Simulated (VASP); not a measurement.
Input of a VASP 6.6.1 run:

The input INCAR:

```
ALGO = Normal ; EDIFF = 1E-6
EDIFFG = -0.01 ; ENCUT = 600
GGA = CA ; IBRION = 2
ISIF = 3 ; ISMEAR = 1
LASPH = True ; LCHARG = False
LREAL = False ; LWAVE = False
NELM = 80 ; NSW = 90
PREC = Accurate ; SIGMA = 0.1
```

KPOINTS

```
k-points
0
Gamma
  16 16 16
```

Contents of POSCAR:

```
Pt
1.0
    0.0000000000      1.9609000000      1.9609000000
    1.9609000000      0.0000000000      1.9609000000
    1.9609000000      1.9609000000      0.0000000000
Pt
1
Direct
    0.0000000000      0.0000000000      0.0000000000
```

Potentials or basis: VASP PAW LDA potentials, release 64 (Pt).

Launch:

```bash
$ cat potpaw_LDA.64/Pt/POTCAR > POTCAR
$ mpirun -np 1 vasp_std > vasp.out
```

**Question.** What does it give for the relaxed volume?

**Answer.** 14.79 Å³/atom.

**Question.** What does it give for the band gap on the k mesh?

**Answer.** None (metal or under the smearing width).

**Question.** Predict the space group after relaxing (to 0.05 Å).

**Answer.** Fm-3m (No. 225).

**Question.** What does it give for the relaxed cell?

**Answer.** a = 2.755 Å, b = 2.755 Å, c = 2.755 Å, α = 60.00°, β = 60.00°, γ = 60.00°.

Step by step:
| step | energy change (eV) | largest force (eV/Å) | pressure (GPa) | volume (Å³) |
| --- | --- | --- | --- | --- |
| 1 | 0.0000 | 0.0000 | -5.63 | 15.08 |
| 2 | 0.0466 | 0.0000 | 21.04 | 13.95 |
| 3 | -0.0051 | 0.0000 | -0.14 | 14.80 |
| 4 | -0.0051 | 0.0000 | -0.01 | 14.79 |

Spin-orbit coupling is left out, which matters for the levels of Pt. Zero-point motion and thermal expansion aren't in these numbers.
